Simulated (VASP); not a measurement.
Calculation: r2SCAN meta-GGA, VASP's PBE PAW potentials (set 64) (plane waves; VASP).

VASP input:

**KPOINTS**
```
Regular mesh
0
gamma
8 8 4
```

### POSCAR
```
PtS2
1
    1.7730151855    -3.0709524546     0.0000000000
    1.7730151855     3.0709524546     0.0000000000
    0.0000000000     0.0000000000     5.6037654660
Pt S
1 2
Direct
  0.0000000000   0.0000000000   0.0000000000
  0.3374033984   0.6625966016   0.2202038716
  0.6666670000   0.3333330000   0.7797961284
```

### INCAR
```
LWAVE = .FALSE.
LMIXTAU = .TRUE.
LASPH = .TRUE.
PREC = Accurate
SYSTEM = PtS2
LREAL = .FALSE.   ! projection in real space or not
SIGMA = 0.05   ! width (eV)
NELM = 100
ISIF = 2
ALGO = Normal   ! blocked Davidson
LCHARG = .FALSE.
LMAXMIX = 6   ! l cut-off of mixed one-centre charges
ISMEAR = 0   ! Gaussian
ENCUT = 480   ! plane-wave cut-off (eV)
METAGGA = R2SCAN
EDIFF = 1E-7
```

POTCAR, in this order: Pt S (PBE.64 set). Program: vasp_std.

Output

OSZICAR:
```
       N       E                     dE             d eps       ncg     rms          rms(c)
DAV:   1     0.559881061991E+02    0.55988E+02   -0.10088E+04  2372   0.123E+03
DAV:   2    -0.706219527541E+02   -0.12661E+03   -0.12369E+03  2956   0.240E+02
DAV:   3    -0.758704565278E+02   -0.52485E+01   -0.52235E+01  3040   0.542E+01
DAV:   4    -0.759303669006E+02   -0.59910E-01   -0.59897E-01  2999   0.625E+00
DAV:   5    -0.759315958068E+02   -0.12289E-02   -0.12289E-02  3166   0.852E-01    0.186E+01
DAV:   6    -0.704763024888E+02    0.54553E+01   -0.10901E+01  2564   0.351E+01    0.134E+01
DAV:   7    -0.687585472915E+02    0.17178E+01   -0.15875E+00  2494   0.148E+01    0.673E+00
DAV:   8    -0.688368465511E+02   -0.78299E-01   -0.28723E-01  2739   0.439E+00    0.146E+00
DAV:   9    -0.688393106261E+02   -0.24641E-02   -0.65720E-02  2445   0.324E+00    0.338E-01
DAV:  10    -0.688699471821E+02   -0.30637E-01   -0.28046E-02  2536   0.155E+00    0.257E-01
DAV:  11    -0.688576943991E+02    0.12253E-01   -0.88063E-03  2368   0.110E+00    0.254E-01
DAV:  12    -0.688703456752E+02   -0.12651E-01   -0.50059E-03  2403   0.803E-01    0.621E-02
DAV:  13    -0.688706581205E+02   -0.31245E-03   -0.52290E-04  3061   0.275E-01    0.354E-02
DAV:  14    -0.688704289545E+02    0.22917E-03   -0.23423E-04  2515   0.188E-01    0.303E-02
DAV:  15    -0.688707463609E+02   -0.31741E-03   -0.18001E-04  2410   0.149E-01    0.500E-03
DAV:  16    -0.688707517319E+02   -0.53711E-05   -0.77780E-06  3264   0.315E-02    0.446E-03
DAV:  17    -0.688707518324E+02   -0.10046E-06   -0.11267E-07  2270   0.320E-03    0.508E-03
DAV:  18    -0.688707519442E+02   -0.11177E-06   -0.66320E-07  2725   0.938E-03    0.321E-03
DAV:  19    -0.688707523047E+02   -0.36051E-06   -0.30866E-07  2366   0.636E-03    0.138E-03
DAV:  20    -0.688707523240E+02   -0.19357E-07   -0.17535E-08  1653   0.160E-03
   1 F= -.68870752E+02 E0= -.68870752E+02  d E =-.702169E-16
```

**OUTCAR**
```
------------------------ aborting loop because EDIFF is reached ----------------------------------------
  FORCE on cell =-STRESS in cart. coord.  units (eV):
  Direction    XX          YY          ZZ          XY          YZ          ZX
  --------------------------------------------------------------------------------------
  Total        0.2071601     -0.1076999      0.0046195      0.0000000      0.3099152      0.0000000
  in kB        5.4390264     -2.8276814      0.1212851      0.0000000      8.1368820      0.0000000
  external PRESSURE =       0.9108767 kB  Pullay stress =       0.0000000 kB
  volume of cell :       61.02
      direct lattice vectors                 reciprocal lattice vectors
     1.773015186 -3.070952455  0.000000000     0.282005481 -0.162815937  0.000000000
     1.773015186  3.070952455  0.000000000     0.282005481  0.162815937  0.000000000
     0.000000000  0.000000000  5.603765466     0.000000000  0.000000000  0.178451437
 POSITION                                       TOTAL-FORCE (eV/Angst)
 -----------------------------------------------------------------------------------
      0.00000      0.00000      0.00000         0.000000     -0.212740     -0.005826
      1.77302      0.99865      1.23397         0.000000      0.236810      0.008178
      1.77302     -1.02365      4.36979         0.000000     -0.024069     -0.002352
 -----------------------------------------------------------------------------------
    total drift:                                0.000000     -0.000068     -0.000052
  FREE ENERGIE OF THE ION-ELECTRON SYSTEM (eV)
  ---------------------------------------------------
  free  energy   TOTEN  =       -68.8707523240 eV

  energy  without entropy=      -68.8707523240  energy(sigma->0) =      -68.87075232
```
(Selected blocks of OUTCAR.)

The compound is PtS2 in the 1T layered structure. This cell was strained or had an atom moved on purpose.
